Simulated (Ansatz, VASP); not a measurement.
## YBe2Al2Au in VASP and in Ansatz

```
Y Be Al Au
1.0
     4.37856    0.00000    0.00000
     0.00000    4.37856    0.00000
     0.00000    0.00000    5.70127
Y Be Al Au
1 2 2 1
Direct
  0.00000 0.00000 0.50000
  0.00000 0.50000 0.00000
  0.50000 0.00000 0.00000
  0.50000 0.50000 0.26773
  0.50000 0.50000 0.73227
  0.00000 0.00000 0.00000
```

The cell was built by a generator and needn't be a form met in nature.

Alike in both runs: task single point; functional PBE; k mesh 8 × 8 × 8; occupations gaussian, width 0.1 eV; no spin polarisation.

|  | VASP | Ansatz |
| --- | --- | --- |
| version | VASP 6.6.1 | Ansatz 0.2.0 |
| potentials or method | VASP PAW PBE potentials, release 64 (Y_sv, Be, Al, Au) | scalar-relativistic, plane waves, PAW |
| plane-wave cutoff (eV) | 520 | 420 |
| valence electrons in the cell | 32 | 40 |

VASP gave:

```
gap on the k mesh at the Fermi level (eV) : none
pressure (GPa)                            : -0.1
```

Task: Estimate Ansatz's values.

Result: gap on the k mesh at the Fermi level (eV): none; pressure (GPa): 0.0.

A gap of «none» marks a metal or a gap that the smearing closes. The two sets of potentials don't hold the same shells in valence.

Spin-orbit coupling is left out, which matters for the levels of Au.
